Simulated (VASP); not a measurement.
Here is the system:

```
CELL_PARAMETERS angstrom
      1.55682    -2.69649     0.00000
      1.55682     2.69649     0.00000
      0.00000     0.00000     4.98364
ATOMIC_POSITIONS crystal
  Al 0.66667 0.33333 0.50003
  Al 0.33333 0.66667 0.00003
  N  0.66667 0.33333 0.88197
  N  0.33333 0.66667 0.38197
```

Calculation: PBEsol GGA, VASP's PBE PAW potentials (set 64) (plane waves; VASP). Settings: 520 eV cut-off, 11×11×6 Γ-centred mesh, tetrahedra with Blöchl corrections, potentials Al N.

What does the run give for the energy per atom (σ→0)?

The energy per atom (σ→0) comes out as -7828 meV/atom.

Total energies compare only between runs with the same potentials, cut-off and functional.

The compound is AlN in the wurtzite structure. It was relaxed first.
